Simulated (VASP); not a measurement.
Data:

```xyz
1
Lattice="-1.6300 1.6300 1.6300 1.6300 -1.6300 1.6300 1.6300 1.6300 -1.6300" Properties=species:S:1:pos:R:3 pbc="T T T"
Ta     0.0000     0.0000     0.0000
```

These are LDA (Ceperley-Alder, Perdew-Zunger), VASP's LDA PAW potentials (set 64) (plane waves; VASP) values and carry that method's errors. Run with 530 eV cut-off, 14×14×14 Γ-centred mesh, first-order Methfessel-Paxton smearing of 0.10 eV, potentials Ta_pv.

Finite-difference elastic constants of metals are sensitive to mesh and smearing; shear constants can be off by tens of GPa.

### Question
Give the elastic stiffness tensor with the ions relaxed (GPa, in the frame of the cell).

### Answer

```csv
,xx,yy,zz,yz,xz,xy
xx,317,173,173,0.0,0.0,0.0
yy,173,317,173,0.0,0.0,0.0
zz,173,173,317,0.0,0.0,0.0
yz,0.0,0.0,0.0,80.7,0.0,0.0
xz,0.0,0.0,0.0,0.0,80.7,0.0
xy,0.0,0.0,0.0,0.0,0.0,80.7
```

### Question
Predict the Hill bulk modulus, Hill shear modulus, Young's modulus, Poisson's ratio.

### Answer

```yaml
hill_bulk_modulus: 2210 kbar
hill_shear_modulus: 77.2 GPa
Young's modulus: 2080 kbar
Poisson's ratio: 0.344
```

The structure comes from a computed database's Ta entry (Im-3m); how it stands against other phases isn't given here. It was relaxed first.
